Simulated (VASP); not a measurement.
Data:

```
Bi
1.0
    4.25062    -2.32533    -0.00244
    4.25062     2.32533    -0.00244
    2.98073     0.00000     3.81971
Bi
2
Direct
  0.23542   0.23542   0.23542
  0.76458   0.76458   0.76458
```

These are rev-vdW-DF2, VASP's PBE PAW potentials (set 64) (plane waves; VASP 6.6.1) values and carry that method's errors. Numerical set-up: 520 eV cut-off, 10×10×10 Γ-centred mesh, first-order Methfessel-Paxton smearing of 0.10 eV, potentials Bi_d.

### Question
The ions and cell shape at fixed volume are relaxed. Predict the relaxed structure.

### Answer

```
Bi
1.0
    4.32864    -2.30067     0.03848
    4.32864     2.30067     0.03848
    3.07222     0.00000     3.82009
Bi
2
Cartesian
  2.72495   0.00000   0.90535
  9.00453   0.00000   2.99170
```
Space group R-3m (166), at a tolerance of 0.03 Å.

### Question
How much energy does the relaxation gain?

### Answer
The energy (σ→0) changes by -4.9 meV/atom, in 6 ionic steps.

```csv
step,E(σ→0) (eV),max force (eV/Å),pressure (GPa),volume (Å³)
1,-1.8652,0.212,-2.32,75.54
2,-1.8693,0.150,-2.15,75.54
3,-1.8738,0.008,-1.72,75.54
4,-1.8738,0.026,-1.66,75.54
5,-1.8746,0.017,-1.61,75.54
6,-1.8750,0.005,-1.54,75.54
```

The compound is Bi in the a7 structure. This cell is one point of a volume scan, at 1.06 of the reference volume. Symmetry was kept, so distortions that lower it aren't found.
